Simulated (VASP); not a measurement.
```
CELL_PARAMETERS angstrom
      4.21352     0.00000     0.00000
      0.00000     4.21352     0.00000
      0.00000     0.00000     4.21352
ATOMIC_POSITIONS crystal
  Ba 0.00000 0.00000 0.00000
  Zr 0.50000 0.50000 0.50000
  O  0.50000 0.00000 0.50000
  O  0.00000 0.50000 0.50000
  O  0.50000 0.50000 0.00000
```

Calculation: rev-vdW-DF2, VASP's PBE PAW potentials (set 64) (plane waves; VASP 6.6.1). Numerical set-up: 520 eV cut-off, Gaussian smearing of 0.050 eV, potentials Ba_sv Zr_sv O.

Unless said otherwise, spin-orbit coupling is left out, though it shifts the bands of the heavy elements here.

### Question
What does the run give for the band gap (along the path) with the smallest direct gap where there is one?

### Answer

```yaml
band gap (along the path): 3.16 eV
smallest direct gap (along the path): 3.40 eV
```

The absolute energy has meaning only against runs of the same code, potentials and settings.

The compound is BaZrO3 in the cubic perovskite structure. It was relaxed first.
